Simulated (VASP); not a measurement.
All values below come from r2SCAN meta-GGA, VASP's PBE PAW potentials (set 64) (plane waves; VASP).

VASP input:

File POSCAR:
```
TiGe
1
    3.5809220682     0.0000000743     0.0000000000
   -1.7904614086     3.1011697709     0.0000000000
    0.0000000000     0.0000000000     6.4125851781
Ti Ge
2 2
Direct
  0.0000000000   0.0000000000   0.0000000000
  0.0000000000   0.0000000000   0.5000000000
  0.3333330000   0.6666670000   0.2500000000
  0.6666670000   0.3333330000   0.7500000000
```

INCAR:
```
! general
SYSTEM =TiGe
PREC   =Accurate
ENCUT  =400   ! plane-wave cut-off (eV)
LREAL  =F
LASPH  =T   ! aspherical one-centre terms

! electronic loop
EDIFF  =1E-6
NELM   =100
ALGO   =Normal   ! blocked Davidson
LMAXMIX=4   ! l cut-off of mixed one-centre charges
LMIXTAU=T

! smearing
ISMEAR =1
SIGMA  =0.1

! functional
METAGGA=R2SCAN

! ions
IBRION =2
NSW    =60   ! most ionic steps
ISIF   =3   ! ions, shape and volume
EDIFFG =-0.02   ! ionic stop

! output
LWAVE  =F
LCHARG =F
```

KPOINTS:
```
Automatic mesh
0
Gamma
9 9 5
0 0 0
```

POTCAR, in this order: Ti_sv Ge_d (PBE.64 set). Program: vasp_std.

### Question
Estimate the energy per atom (σ→0), band gap (on the k-mesh).

### Answer

| Quantity | Value |
|---|---|
| energy per atom (σ→0) | -13906 meV/atom |
| band gap (on the k-mesh) | none (metal, semimetal or under 0.01 eV) |

OSZICAR:
```
...
DAV:  13    -0.556239285925E+02   -0.11360E-02   -0.31088E-03  2687   0.331E-01    0.280E-02
DAV:  14    -0.556242424040E+02   -0.31381E-03   -0.86142E-04  2696   0.212E-01    0.266E-02
DAV:  15    -0.556243668080E+02   -0.12440E-03   -0.13574E-04  2690   0.924E-02    0.190E-02
DAV:  16    -0.556244009124E+02   -0.34104E-04   -0.12417E-05  2572   0.271E-02    0.184E-02
DAV:  17    -0.556244762928E+02   -0.75380E-04   -0.82425E-05  2431   0.550E-02    0.341E-03
DAV:  18    -0.556244752892E+02    0.10036E-05   -0.43192E-06  2244   0.151E-02    0.190E-03
DAV:  19    -0.556244756811E+02   -0.39186E-06   -0.71896E-07  1780   0.694E-03
   1 F= -.55624476E+02 E0= -.55624630E+02  d E =-.556245E+02
```

The structure was generated: TiGe was put into the NiAs type (P6_3/mmc), which need not be its known phase. It was relaxed first, which changed the volume by -13 %. The start is the result of an earlier pass.
